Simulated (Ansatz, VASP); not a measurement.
**GaAs: VASP beside Ansatz**

One calculation is typed for both programs; each brings its own data sets. How far apart do they land? The cell is taken from a series of VASP runs on this material, whose earlier steps may have relaxed, scaled or displaced it; both programs get it as it stands. Valence electrons are named where the data sets of a main pair hold unlike numbers.

Calculated with Ansatz 0.2.0; plane waves, with VASP 6.6.1 beside it; band structure at HSE06.

**1. Starting point**

It takes space group F-43m (No. 216, cubic). Conventional cell: a = 5.654 Å, b = 5.654 Å, c = 5.654 Å, α = 90.00°, β = 90.00°, γ = 90.00°. As has 4 Ga at 2.45 Å nearest. Nearest to Ga lie 4 As at 2.45 Å. Farther neighbours are not listed.

**2. VASP: band structure, HSE06**

Levels along a path test the potential and the projectors away from the mesh points.

Lines of VASP's logs that name or quote its potential files are left out, and so is its time.

The run reads the wave functions of an earlier VASP run, which isn't shown here.

INCAR reads:

```
SYSTEM = GaAs
PREC = Accurate
ENCUT = 350
EDIFF = 1E-06
NELM = 100
ISMEAR = 0
SIGMA = 0.03
LREAL = .FALSE.
ALGO = Normal
LHFCALC = .TRUE.
AEXX = 0.25
GGA = PE
HFSCREEN = 0.2
LASPH = .TRUE.
NBANDS = 15
PRECFOCK = Fast
LORBIT = 11
LWAVE = .FALSE.
LCHARG = .FALSE.
KPAR = 4
```

POSCAR reads:

```
GaAs
1.0
    0.0000000000      2.8268500000      2.8268500000
    2.8268500000      0.0000000000      2.8268500000
    2.8268500000      2.8268500000      0.0000000000
As Ga
1 1
Direct
    0.7500000000      0.7500000000      0.7500000000
    0.0000000000      0.0000000000      0.0000000000
```

KPOINTS reads:

```
Automatic mesh
0
Gamma
5 5 5
0 0 0
```

KPOINTS_OPT reads:

```
Line mode
10
Line-mode
Reciprocal
  0.00000000   0.00000000   0.00000000 GAMMA
  0.50000000   0.00000000   0.50000000 X

  0.50000000   0.00000000   0.50000000 X
  0.50000000   0.25000000   0.75000000 W

  0.50000000   0.25000000   0.75000000 W
  0.37500000   0.37500000   0.75000000 K

  0.37500000   0.37500000   0.75000000 K
  0.00000000   0.00000000   0.00000000 GAMMA

  0.00000000   0.00000000   0.00000000 GAMMA
  0.50000000   0.50000000   0.50000000 L

  0.50000000   0.50000000   0.50000000 L
  0.62500000   0.25000000   0.62500000 U

  0.62500000   0.25000000   0.62500000 U
  0.50000000   0.25000000   0.75000000 W

  0.50000000   0.25000000   0.75000000 W
  0.50000000   0.50000000   0.50000000 L

  0.50000000   0.50000000   0.50000000 L
  0.37500000   0.37500000   0.75000000 K

  0.62500000   0.25000000   0.62500000 U
  0.50000000   0.00000000   0.50000000 X
```

PAW data sets: As and Ga_d (PBE family, release 64).

On the command line:

```bash
$ mpirun -np 4 vasp_std
```

Numbers of over 12 decimals in the logs are rounded to 6 here.

Log:

```text
[banner, memory and clock lines left out]
running    4 mpi-ranks, on    1 nodes
 distrk:  each k-point on    1 cores,    4 groups
 distr:  one band on    1 cores,    1 groups

 POSCAR found type information on POSCAR AsGa
 POSCAR found :  2 types and       2 ions
 LDA part: xc-table for (Slater+PW92), standard interpolation
 found WAVECAR, reading the header
 POSCAR, INCAR and KPOINTS ok, starting setup
 FFT: planning ... GRIDC
 FFT: planning ... GRID_SOFT
 FFT: planning ... GRID
 reading WAVECAR
 the WAVECAR file was read successfully
 initial charge from wavefunction
 entering main loop
       N       E                     dE             d eps       ncg     rms          rms(c)
DAV:   1    -0.985223619242E+01   -0.98522E+01   -0.13004E+00   442   0.213E+01    0.227E+00
DAV:   2    -0.984475360475E+01    0.74826E-02   -0.77274E-02   364   0.428E+00    0.163E+00
DAV:   3    -0.984059705505E+01    0.41565E-02   -0.10124E-02   405   0.173E+00    0.961E-01
DAV:   4    -0.983965831663E+01    0.93874E-03   -0.15582E-03   392   0.436E-01    0.536E-01
DAV:   5    -0.983940992135E+01    0.24840E-03   -0.27037E-04   335   0.132E-01    0.304E-01
DAV:   6    -0.983934332832E+01    0.66593E-04   -0.53642E-05   385   0.617E-02    0.170E-01
DAV:   7    -0.983932084353E+01    0.22485E-04   -0.10812E-05   349   0.293E-02    0.942E-02
DAV:   8    -0.983931349266E+01    0.73509E-05   -0.33345E-06   349   0.144E-02    0.509E-02
DAV:   9    -0.983931144378E+01    0.20489E-05   -0.12800E-06   318   0.753E-03    0.271E-02
DAV:  10    -0.983931078359E+01    0.66019E-06   -0.44438E-07   220   0.451E-03
   1 F= -.98393108E+01 E0= -.98393108E+01  d E =-.758557E-25
 Start KPOINTS_OPT (optional k-point list driver)
k-point batch [1-10\100]
       N       E                     dE             ncg
DAV:   1    -0.503050875727E+03   -0.33154E+04      308
DAV:   2    -0.143026621646E+04   -0.92722E+03      321
DAV:   3    -0.150286714199E+04   -0.72601E+02      370
DAV:   4    -0.150482823385E+04   -0.19611E+01      391
DAV:   5    -0.150485183489E+04   -0.23601E-01      398
DAV:   6    -0.150485241507E+04   -0.58018E-03      461
DAV:   7    -0.150485242224E+04   -0.71739E-05      367
DAV:   8    -0.150485242237E+04   -0.12602E-06      318
[...]
k-point batch [91-100\100]
       N       E                     dE             ncg
DAV:   1    -0.618331458792E+03   -0.62113E+04      314
DAV:   2    -0.153096384115E+04   -0.91263E+03      342
DAV:   3    -0.159733281318E+04   -0.66369E+02      370
DAV:   4    -0.159868011427E+04   -0.13473E+01      386
DAV:   5    -0.159869708247E+04   -0.16968E-01      384
DAV:   6    -0.159869758955E+04   -0.50708E-03      441
DAV:   7    -0.159869759569E+04   -0.61367E-05      382
DAV:   8    -0.159869759582E+04   -0.12749E-06      318
```

OUTCAR, selected parts (step 2):

```text
ion  position               nearest neighbor table
   1  0.750  0.750  0.750-   2 2.45   2 2.45   2 2.45   2 2.45
   2  0.000  0.000  0.000-   1 2.45   1 2.45   1 2.45   1 2.45

  LATTYP: Found a face centered cubic cell.
 ALAT       =     5.6537000000

 Subroutine GETGRP returns: Found 24 space group operations
 (whereof 24 operations were pure point group operations)

The static configuration has the point symmetry T_d .

 Found     10 irreducible k-points:

   k-points           NKPTS =     10   k-points in BZ     NKDIM =    125   number of bands    NBANDS=     15

   dimension x,y,z NGX =    24 NGY =   24 NGZ =   24
   dimension x,y,z NGXF=    48 NGYF=   48 NGZF=   48

   ENCUT  =  350.0 eV  25.72 Ry    5.07 a.u.   6.10  6.10  6.10*2*pi/ulx,y,z

   NELECT =      18.0000    total number of electrons

 k-points in reciprocal lattice and weights: Automatic mesh
   0.00000000  0.00000000  0.00000000       0.008
   0.20000000  0.00000000  0.00000000       0.064
   0.40000000  0.00000000  0.00000000       0.064
   0.20000000  0.20000000  0.00000000       0.048
   0.40000000  0.20000000  0.00000000       0.192
  -0.40000000  0.20000000  0.00000000       0.192
  -0.20000000  0.20000000  0.00000000       0.096
   0.40000000  0.40000000  0.00000000       0.048
  -0.40000000  0.40000000  0.00000000       0.096
  -0.40000000  0.40000000  0.20000000       0.192

  exchange ACFDT corr.  =         0.00000000  see jH, gK, PRB 81, 115126

 average (electrostatic) potential at core
       1 -46.5613       2 -59.3964

 E-fermi :   3.7135

 k-point     1 :       0.0000    0.0000    0.0000
  band No.  band energies     occupation
    ...
      5     -13.7882      2.00000
      6     -10.4606      2.00000
      7       3.5013      2.00000
      8       3.5013      2.00000
      9       3.5013      2.00000
     10       4.9501      0.00000
     11       8.0638      0.00000
     12       8.0638      0.00000
     13       8.0638      0.00000
     14      12.1025      0.00000
    ...

 k-point     2 :       0.2000    0.0000    0.0000
  band No.  band energies     occupation
    ...
      5     -13.7884      2.00000
      6      -9.9706      2.00000
      7       0.0590      2.00000
      8       2.9714      2.00000
      9       2.9714      2.00000
     10       5.9312      0.00000
     11       8.8033      0.00000
     12       8.8033      0.00000
     13       9.5942      0.00000
     14      13.3905      0.00000
    ...

 k-point     3 :       0.4000    0.0000    0.0000
  band No.  band energies     occupation
    ...
      5     -13.7864      2.00000
      6      -8.8303      2.00000
      7      -3.1458      2.00000
      8       2.3587      2.00000
      9       2.3587      2.00000
     10       5.3807      0.00000
     11       9.0300      0.00000
     12       9.0300      0.00000
     13      12.1930      0.00000
     14      13.9104      0.00000
    ...

  energy-cutoff  :      350.00
  volume of cell :       45.18
      direct lattice vectors                 reciprocal lattice vectors
     0.000000000  2.826850000  2.826850000    -0.176875321  0.176875321  0.176875321
     2.826850000  0.000000000  2.826850000     0.176875321 -0.176875321  0.176875321
     2.826850000  2.826850000  0.000000000     0.176875321  0.176875321 -0.176875321

 POSITION                                       TOTAL-FORCE (eV/Angst)
 -----------------------------------------------------------------------------------
      4.24027      4.24027      4.24027        -0.000000     -0.000000     -0.000000
      0.00000      0.00000      0.00000         0.000000      0.000000      0.000000
 -----------------------------------------------------------------------------------
    total drift:                               -0.000058     -0.000042     -0.000035

  FREE ENERGIE OF THE ION-ELECTRON SYSTEM (eV)
  ---------------------------------------------------
  free  energy   TOTEN  =        -9.8393107836 eV

  energy  without entropy=       -9.8393107836  energy(sigma->0) =       -9.83931078

 total charge
# of ion       s       p       d       tot
------------------------------------------
    1        1.214   1.656   0.031   2.901
    2        0.835   0.804  10.009  11.648
--------------------------------------------------
tot          2.049   2.459  10.041  14.549

[... 3 further parts left out ...]
```

The k-mesh is coarse for exact exchange; levels may shift by about 0.1 eV on a finer one. The PAW data sets were made with PBE, which is usual practice but a small mismatch for other functionals.

(Part 1 of 2 ends here.)

[Lines on the potential files, build, host, timing and source positions are cut from VASP's logs without a mark.]

[Logs are printed without paths, hosts, clocks, repeated set-up lines and the standing remarks that a program may print on its own settings, such as how far it seeks lower states.]

[Hosts, paths, dates, database ids (printed as entryN), source tags and the programs' standing remarks are cut or masked in the printed files.]
